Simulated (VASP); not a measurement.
Data:

```
CELL_PARAMETERS angstrom
      3.95297     0.00000     0.00000
      0.00000     3.95297     0.00000
      0.00000     0.00000     6.96042
ATOMIC_POSITIONS crystal
  In 0.00000 0.50000 0.00000
  In 0.50000 0.00000 0.50000
  As 0.00000 0.00000 0.25000
  As 0.00000 0.00000 0.75000
```

Method: PBE GGA, VASP's PBE PAW potentials (set 64) (plane waves; VASP). Settings: 400 eV cut-off, 5×5×3 Γ-centred mesh, Gaussian smearing of 0.050 eV, potentials In_d As.

Unless said otherwise, spin-orbit coupling is left out, though it shifts the bands of the heavy elements here.

**Question.** What does the run give for the energy per atom (σ→0), pressure, band gap (on the k-mesh) with the smallest direct gap where there is one?

**Answer.** 
```yaml
band gap (on the k-mesh): none (metal, semimetal or under 0.01 eV)
energy per atom (σ→0): -3.349 eV/atom
pressure: 6.21 GPa
```

The absolute energy has meaning only against runs of the same code, potentials and settings.

The structure was generated: InAs was put into the PtS type (P4_2/mmc), which need not be its known phase. The cell was not relaxed at this level. The k-mesh is coarse (spacing up to 0.32 per Å, 2π included), so the numbers may not be converged in it.
